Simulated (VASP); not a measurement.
Output of a VASP run:

### OUTCAR
```
 ion  position               nearest neighbor table
   1  0.000  0.000  0.000-   2 2.36   2 2.36   2 2.36   2 2.36   2 2.36   2 2.36   2 2.36   2 2.36
  LATTYP: Found a simple cubic cell.
 ALAT       =     2.7300000000
 Subroutine PRICEL returns:
 Original cell was already a primitive cell.
 Subroutine GETGRP returns: Found 48 space group operations
The static configuration has the point symmetry O_h .
The dynamic configuration has the point symmetry O_h .
The overall configuration has the point symmetry O_h .
 Subroutine INISYM returns: Found 48 space group operations
 Subroutine IBZKPT returns following result:
 Found     84 irreducible k-points:

 Following reciprocal coordinates:
            Coordinates               Weight
  0.000000  0.000000  0.000000      1.000000
  0.083333  0.000000  0.000000      6.000000
  0.166667  0.000000  0.000000      6.000000
  0.250000  0.000000  0.000000      6.000000
  0.333333  0.000000  0.000000      6.000000
  0.416667  0.000000  0.000000      6.000000
  0.500000  0.000000  0.000000      3.000000
  0.083333  0.083333  0.000000     12.000000
  0.166667  0.083333  0.000000     24.000000
  0.250000  0.083333  0.000000     24.000000
  0.333333  0.083333  0.000000     24.000000
  0.416667  0.083333  0.000000     24.000000
  0.500000  0.083333  0.000000     12.000000
  0.166667  0.166667  0.000000     12.000000
  0.250000  0.166667  0.000000     24.000000
  0.333333  0.166667  0.000000     24.000000
  0.416667  0.166667  0.000000     24.000000
  0.500000  0.166667  0.000000     12.000000
  0.250000  0.250000  0.000000     12.000000
  0.333333  0.250000  0.000000     24.000000
  0.416667  0.250000  0.000000     24.000000
  0.500000  0.250000  0.000000     12.000000
  0.333333  0.333333  0.000000     12.000000
  0.416667  0.333333  0.000000     24.000000
  0.500000  0.333333  0.000000     12.000000
  0.416667  0.416667  0.000000     12.000000
  0.500000  0.416667  0.000000     12.000000
  0.500000  0.500000  0.000000      3.000000
  0.083333  0.083333  0.083333      8.000000
  0.166667  0.083333  0.083333     24.000000
  0.250000  0.083333  0.083333     24.000000
  0.333333  0.083333  0.083333     24.000000
  0.416667  0.083333  0.083333     24.000000
  0.500000  0.083333  0.083333     12.000000
  0.166667  0.166667  0.083333     24.000000
  0.250000  0.166667  0.083333     48.000000
  0.333333  0.166667  0.083333     48.000000
  0.416667  0.166667  0.083333     48.000000
  0.500000  0.166667  0.083333     24.000000
  0.250000  0.250000  0.083333     24.000000
   k-points           NKPTS =     84   k-points in BZ     NKDIM =     84   number of bands    NBANDS=     14
   number of dos      NEDOS =    301   number of ions     NIONS =      2
   total plane-waves  NPLWV =   8000
   dimension x,y,z NGX =    20 NGY =   20 NGZ =   20
   dimension x,y,z NGXF=    40 NGYF=   40 NGZF=   40
   ions per type =               1   1
   PREC   = accura    normal or accurate (medium, high low for compatibility)
   ISTART =      0    job   : 0-new  1-cont  2-samecut
   ICHARG =      2    charge: 1-file 2-atom 10-const
   ISPIN  =      2    spin polarized calculation?
   LNONCOLLINEAR =      F non collinear calculations
   LSORBIT =      F    spin-orbit coupling
   INIWAV =      1    electr: 0-lowe 1-rand  2-diag
   ENCUT  =  520.0 eV  38.22 Ry    6.18 a.u.   5.08  5.08  5.08*2*pi/ulx,y,z
   NELM   =    100;   NELMIN=  2; NELMDL= -5     # of ELM steps
   EDIFF  = 0.1E-05   stopping-criterion for ELM
   LREAL  =      F    real-space projection
   NLSPLINE    = F    spline interpolate recip. space projectors
   LMAXMIX     =    4 max onsite mixed and CHGCAR
   VOSKOWN=      0    Vosko Wilk Nusair interpolation
   EDIFFG = -.1E-01   stopping-criterion for IOM
   NSW    =     60    number of steps for IOM
   NBLOCK =      1;   KBLOCK =     60    inner block; outer block
   IBRION =      2    ionic relax: 0-MD 1-quasi-New 2-CG
...
```

**OSZICAR**
```
...
DAV:   7    -0.232054060389E+02   -0.71918E-02   -0.11818E-02  4788   0.146E+00    0.210E-01
DAV:   8    -0.232083058611E+02   -0.28998E-02   -0.26885E-03  4728   0.642E-01    0.400E-02
DAV:   9    -0.232090599354E+02   -0.75407E-03   -0.41303E-04  4794   0.242E-01    0.248E-02
DAV:  10    -0.232090594841E+02    0.45122E-06   -0.18210E-05  4878   0.724E-02    0.192E-02
DAV:  11    -0.232090608528E+02   -0.13687E-05   -0.48767E-06  4806   0.341E-02    0.134E-02
DAV:  12    -0.232090593970E+02    0.14558E-05   -0.53569E-07  2364   0.126E-02    0.120E-02
DAV:  13    -0.232090609270E+02   -0.15300E-05   -0.37969E-06  4716   0.272E-02    0.585E-03
DAV:  14    -0.232090613177E+02   -0.39068E-06   -0.14140E-06  3412   0.179E-02
   5 F= -.23209061E+02 E0= -.23208377E+02  d E =0.233733E+00  mag=     0.0001
       N       E                     dE             d eps       ncg     rms          rms(c)
DAV:   1    -0.328006995235E+02   -0.95916E+01   -0.14137E+02  4704   0.194E+02    0.102E+03
DAV:   2    -0.432830317177E+02   -0.10482E+02   -0.19935E+02  5604   0.164E+02    0.410E+02
DAV:   3    -0.241562802054E+02    0.19127E+02   -0.32212E+01  5404   0.816E+01    0.293E+02
DAV:   4    -0.244450671928E+02   -0.28879E+00   -0.31841E+00  4920   0.175E+01    0.237E+02
DAV:   5    -0.239857994632E+02    0.45927E+00   -0.66523E-01  4980   0.105E+01    0.147E+02
DAV:   6    -0.237686948911E+02    0.21710E+00   -0.54138E-01  5104   0.136E+01    0.109E+01
DAV:   7    -0.237319377498E+02    0.36757E-01   -0.16124E-01  4704   0.693E+00    0.288E+00
DAV:   8    -0.237749867874E+02   -0.43049E-01   -0.11442E-01  5716   0.477E+00    0.535E+00
DAV:   9    -0.237495321058E+02    0.25455E-01   -0.93328E-02  4728   0.520E+00    0.249E+00
DAV:  10    -0.237557471919E+02   -0.62151E-02   -0.21090E-02  4704   0.226E+00    0.141E+00
DAV:  11    -0.237536153552E+02    0.21318E-02   -0.27119E-03  4752   0.977E-01    0.578E-01
DAV:  12    -0.237534678279E+02    0.14753E-03   -0.42065E-04  4982   0.276E-01    0.213E-01
DAV:  13    -0.237534792470E+02   -0.11419E-04   -0.22188E-05  4704   0.658E-02    0.783E-02
DAV:  14    -0.237534731217E+02    0.61254E-05   -0.15047E-05  4788   0.432E-02    0.524E-02
DAV:  15    -0.237534753982E+02   -0.22765E-05   -0.20735E-06  4090   0.212E-02    0.245E-02
DAV:  16    -0.237534736750E+02    0.17231E-05   -0.11394E-06  2924   0.155E-02    0.283E-02
DAV:  17    -0.237534738126E+02   -0.13760E-06   -0.86881E-07  2502   0.125E-02
   6 F= -.23753474E+02 E0= -.23753808E+02  d E =-.310679E+00  mag=     0.0000
       N       E                     dE             d eps       ncg     rms          rms(c)
DAV:   1    -0.238006264629E+02   -0.47153E-01   -0.86420E-01  4704   0.145E+01    0.202E+00
DAV:   2    -0.237762595073E+02    0.24367E-01   -0.17940E-01  4764   0.759E+00    0.111E+00
DAV:   3    -0.237591943141E+02    0.17065E-01   -0.30529E-02  5008   0.322E+00    0.405E-01
DAV:   4    -0.237573903686E+02    0.18039E-02   -0.65275E-03  4956   0.102E+00    0.100E-01
DAV:   5    -0.237573166113E+02    0.73757E-04   -0.31173E-04  4764   0.232E-01    0.734E-02
DAV:   6    -0.237572293508E+02    0.87260E-04   -0.42440E-04  4704   0.279E-01    0.419E-02
DAV:   7    -0.237574270568E+02   -0.19771E-03   -0.17889E-04  4716   0.164E-01    0.183E-02
DAV:   8    -0.237574438645E+02   -0.16808E-04   -0.39122E-05  4740   0.656E-02    0.110E-02
DAV:   9    -0.237574470167E+02   -0.31521E-05   -0.79844E-06  4902   0.345E-02    0.253E-03
DAV:  10    -0.237574470568E+02   -0.40131E-07   -0.57942E-08  2352   0.318E-03
   7 F= -.23757447E+02 E0= -.23757695E+02  d E =-.314653E+00  mag=     0.0010
```

### OUTCAR
```
------------------------ aborting loop because EDIFF is reached ----------------------------------------
  FORCE on cell =-STRESS in cart. coord.  units (eV):
  Direction    XX          YY          ZZ          XY          YZ          ZX
  --------------------------------------------------------------------------------------
  Total        0.0104098      0.0104098      0.0104098     -0.0000000     -0.0000000      0.0000000
  in kB        1.0881734      1.0881734      1.0881734     -0.0000000     -0.0000000      0.0000000
  external PRESSURE =       1.0881734 kB  Pullay stress =       0.0000000 kB
  volume of cell :       15.33
      direct lattice vectors                 reciprocal lattice vectors
     2.484002961  0.000000000 -0.000000000     0.402576010 -0.000000000  0.000000000
     0.000000000  2.484002961  0.000000000     0.000000000  0.402576010  0.000000000
    -0.000000000 -0.000000000  2.484002961     0.000000000 -0.000000000  0.402576010
 POSITION                                       TOTAL-FORCE (eV/Angst)
 -----------------------------------------------------------------------------------
      0.00000      0.00000      0.00000        -0.000000      0.000000      0.000000
      1.24200      1.24200      1.24200         0.000000     -0.000000      0.000000
 -----------------------------------------------------------------------------------
    total drift:                                0.000000      0.000000      0.000000
  FREE ENERGIE OF THE ION-ELECTRON SYSTEM (eV)
  ---------------------------------------------------
  free  energy   TOTEN  =       -23.7574470568 eV

  energy  without entropy=      -23.7581919366  energy(sigma->0) =      -23.75769535

 total charge

# of ion       s       p       d       tot
------------------------------------------
    1        0.447   6.375   4.336  11.158
    2        1.268   2.458   0.000   3.726
--------------------------------------------------
tot          1.715   8.834   4.336  14.884

 magnetization (x)

# of ion       s       p       d       tot
------------------------------------------
    1        0.000   0.000   0.002   0.002
    2       -0.000  -0.000   0.000  -0.000
--------------------------------------------------
tot          0.000  -0.000   0.002   0.001

 reached required accuracy - stopping structural energy minimisation
```
(Selected blocks of OUTCAR.)

File POSCAR:
```
CrN
1
    2.7300000000     0.0000000000     0.0000000000
    0.0000000000     2.7300000000     0.0000000000
    0.0000000000     0.0000000000     2.7300000000
Cr N
1 1
Direct
  0.0000000000   0.0000000000   0.0000000000
  0.5000000000   0.5000000000   0.5000000000
```

Q: Reconstruct the remaining input files.

A: Several could match; the one computed here: the input of the run itself, r2SCAN meta-GGA, plane waves, VASP's PBE PAW potentials (set 64).

File KPOINTS:
```
K-points
0
gamma
  12 12 12
```

INCAR:
```
LMAXMIX=4
IBRION=2   # conjugate gradients
PREC=Accurate
LMIXTAU=.True.
MAGMOM=3.0 0.0
ALGO=Normal   # blocked Davidson
ISPIN=2   # spin-polarised
ENCUT=520
NSW=60   # most ionic steps
EDIFF=1E-6   # SCF stop (eV)
LCHARG=.False.
LASPH=.True.
LORBIT=10
EDIFFG=-0.01
SIGMA=0.1   # width (eV)
LWAVE=.False.
LREAL=.False.   # projection in real space or not
ISMEAR=1
SYSTEM=CrN
NELM=100
METAGGA=R2SCAN
ISIF=3   # ions, shape and volume
```

POTCAR, in this order: Cr_pv N (PBE.64 set). Program: vasp_std.

Energy and stress use the plane-wave basis of the starting cell. The moments were started parallel, and other spin orders were not tried in this run.

The structure was generated: CrN was put into the CsCl type type (Pm-3m), which need not be its known phase. This run relaxes it. Symmetry was kept, so distortions that lower it aren't found.
